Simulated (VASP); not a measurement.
All values below come from PBEsol GGA, VASP's PBE PAW potentials (set 64) (plane waves; VASP).

Gaps are without spin-orbit coupling.

Problem. Order these relaxed crystals by band gap, smallest first: ZrSe2, P-3m1 (164); ZnSe, F-43m (216); Ca2H3Br, P-3m1 (164); GaS, R-3m (166).

Solution. ZrSe2, P-3m1 (164) (0.11 eV), ZnSe, F-43m (216) (1.24 eV), Ca2H3Br, P-3m1 (164) (1.36 eV), GaS, R-3m (166) (1.80 eV)
